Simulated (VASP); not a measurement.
The system is BaOsF3.

```
CELL_PARAMETERS angstrom
4.07506 0.00000 0.00000
0.00000 4.07506 0.00000
0.00000 0.00000 4.07506
ATOMIC_POSITIONS crystal
Os 0.00000 0.00000 0.00000
Ba 0.50000 0.50000 0.50000
F 0.50000 0.00000 0.00000
F 0.00000 0.50000 0.00000
F 0.00000 0.00000 0.50000
```

The cell was built by a generator and needn't be a form met in nature.

Base run:

| Item | Value |
| --- | --- |
| Program | VASP 6.6.1 |
| Functional | r2SCAN |
| Potentials or basis | VASP PAW PBE potentials, release 64 (Os, Ba_sv, F) |
| Cutoff | 520 eV |
| k mesh | 5 × 5 × 5 |
| Occupations | gaussian, width 0.0264 eV |
| Spin | no spin polarisation |

Its results: band gap on the k mesh none (metal or under the smearing width); pressure 30.4 GPa.

The run is repeated on the same cell with these changes: spin from no spin polarisation to collinear spin, typed start; further incar settings from ALGO = Normal; EDIFF = 1e-06; NBANDS = 28 to ALGO = Normal; EDIFF = 1e-07; NBANDS = 32. What comes out?

Band gap on the k mesh none (metal or under the smearing width); pressure 30.4 GPa; net moment 0.20 μB per cell; site moments Os +0.23; Ba -0.02; F -0.00 μB.

Caveats: a pressure of tens of GPa on the cell as given is suspect, and the run, the potentials or the cell itself is likely at fault; the PAW data sets were made with another functional, which shifts forces and pressure a little; an odd number of electrons without spin polarisation forces a metal (some runs); a magnetic or distorted state may lie lower (some runs).
